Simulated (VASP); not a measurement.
Here is the system:

```
CELL_PARAMETERS angstrom
      4.24872    -2.32027     0.00000
      4.24872     2.32027     0.00000
      2.98159     0.00000     3.81384
ATOMIC_POSITIONS crystal
  Bi 0.23400 0.23400 0.23400
  Bi 0.76600 0.76600 0.76600
```

All values below come from PBE GGA, VASP's PBE PAW potentials (set 64) (plane waves; VASP 6.6.1). Run with 420 eV cut-off, 15×15×15 Γ-centred mesh, Gaussian smearing of 0.10 eV, potentials Bi_d.

Problem. The ions, cell shape and volume are relaxed. Predict the relaxed structure.

Solution. 
```
CELL_PARAMETERS angstrom
      4.26715    -2.29091     0.02399
      4.26715     2.29091     0.02399
      3.01606     0.00000     3.78956
ATOMIC_POSITIONS crystal
  Bi 0.23371 0.23371 0.23371
  Bi 0.76629 0.76629 0.76629
```
Space group R-3m (166), at a tolerance of 0.03 Å.

Problem. How do energy and volume change from the first to the last step?

Solution. The energy (σ→0) changes by -3.1 meV/atom and the volume by -1.9 %, in 11 ionic steps.

```
step  E(σ→0) (eV)  max force (eV/Å)  pressure (GPa)  volume (Å³)
----  -----------  ----------------  --------------  -----------
1         -7.7663             0.072           -0.95        75.20
2         -7.7707             0.079            0.52        72.81
3         -7.7719             0.029            0.04        73.55
4         -7.7722             0.013            0.03        73.55
5         -7.7725             0.016            0.01        73.56
6         -7.7725             0.013            0.01        73.60
7         -7.7726             0.006            0.02        73.65
8         -7.7726             0.007            0.02        73.77
9         -7.7726             0.002            0.02        73.72
10        -7.7726             0.005           -0.05        73.85
11        -7.7726             0.000            0.00        73.76
```

The structure is a typed Bi crystal. This run relaxes it. Symmetry was kept, so distortions that lower it aren't found. The run is one of a series of settings (EDIFF = 1E-09, EDIFFG = -0.005, ENCUT = 420, IBRION = 2, ISIF = 3, NSW = 50, KPOINTS 15×15×15 Γ-centred mesh against the base run), some of them coarse on purpose.
